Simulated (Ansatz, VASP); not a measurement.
**Sc3S in VASP and in Ansatz**

```
Sc S
1.0
     3.48518    0.00000    0.00000
    -1.74259    3.01825    0.00000
     0.00000    0.00000    8.38116
Sc S
3 1
Direct
  0.33333 0.66667 0.81598
  0.66667 0.33333 0.18402
  0.00000 0.00000 0.50000
  0.00000 0.00000 0.00000
```

Alike in both runs: task single point; functional PBE; k mesh 6 × 6 × 2; occupations gaussian, width 0.1 eV; no spin polarisation.

```csv
,VASP,Ansatz
version,VASP 6.6.1,Ansatz 0.2.0
potentials or method,"VASP PAW PBE potentials, release 64 (Sc_sv, S)","scalar-relativistic, plane waves, PAW"
plane-wave cutoff (eV),520,420
valence electrons in the cell,39,39
```

|  | VASP | Ansatz | Ansatz less VASP |
| --- | --- | --- | --- |
| gap on the k mesh at the Fermi level (eV) | none | none | - |
| pressure (GPa) | 0.2 | 0.0 | -0.15 |
| rms of the force components (eV/Å) | 0.005 | 0.008 | +0.0033 |

Atom by atom the forces differ by 0.013 eV/Å (rms over components). A gap of «none» marks a metal or a gap that the smearing closes.

Caveats: the k mesh is coarse (spacing up to 0.37 Å⁻¹), so the values aren't converged.
